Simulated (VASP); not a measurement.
A convergence study with VASP on SiC (wurtzite): one setting is varied, all else stays as given below, so the limit is that of these other settings.

```
CSi
1.0
    1.54000    -2.66736     0.00000
    1.54000     2.66736     0.00000
    0.00000     0.00000     5.05000
Si C
2 2
Direct
  0.66667   0.33333   0.50000
  0.33333   0.66667   0.00000
  0.66667   0.33333   0.87500
  0.33333   0.66667   0.37500
```

Level of theory: PBEsol GGA, VASP's PBE PAW potentials (set 64) (plane waves; VASP). The tightest run used: 700 eV cut-off, 17×17×9 Γ-centred mesh, tetrahedra with Blöchl corrections, potentials Si C.

Q: The settings run are 3×3×2 mesh; 4×4×2 mesh; 5×5×3 mesh; 6×6×3 mesh; 7×7×4 mesh; 8×8×4 mesh; 9×9×5 mesh; 10×10×6 mesh; 11×11×6 mesh; 12×12×7 mesh; 13×13×7 mesh; 14×14×8 mesh; 15×15×8 mesh; 16×16×9 mesh; 17×17×9 mesh. From which on does the stress (every component) stay within 0.2 GPa of the tightest run?

A: From 5×5×3 mesh on: it is off by 0.14 there and by no more than 0.2 in any finer run, while 4×4×2 mesh is off by 0.41.
| setting | E (eV/atom) | pressure (GPa) | irreducible k-points | difference judged (GPa) |
|---|---|---|---|---|
| 3×3×2 mesh | -7.8272 | 0.29 | 6 | 1.94 |
| 4×4×2 mesh | -7.9246 | -0.25 | 8 | 0.41 |
| 5×5×3 mesh | -7.9462 | -0.49 | 10 | 0.14 |
| 6×6×3 mesh | -7.9527 | -0.50 | 14 | 0.02 |
| 7×7×4 mesh | -7.9566 | -0.51 | 24 | 0.05 |
| 8×8×4 mesh | -7.9572 | -0.52 | 30 | 0.02 |
| 9×9×5 mesh | -7.9573 | -0.52 | 36 | 0.00 |
| 10×10×6 mesh | -7.9574 | -0.52 | 56 | 0.00 |
| 11×11×6 mesh | -7.9574 | -0.52 | 64 | 0.00 |
| 12×12×7 mesh | -7.9574 | -0.52 | 76 | 0.00 |
| 13×13×7 mesh | -7.9574 | -0.52 | 84 | 0.00 |
| 14×14×8 mesh | -7.9574 | -0.52 | 120 | 0.00 |
| 15×15×8 mesh | -7.9574 | -0.52 | 135 | 0.00 |
| 16×16×9 mesh | -7.9574 | -0.52 | 150 | 0.00 |
| 17×17×9 mesh | -7.9574 | -0.52 | 165 | 0.00 |

Left out are rungs that failed or repeat a setting and relaxations that didn't move; long series are thinned to 24 rows.

The compound is SiC in the wurtzite structure, the rare 2H polytype. The cell was not relaxed at this level.
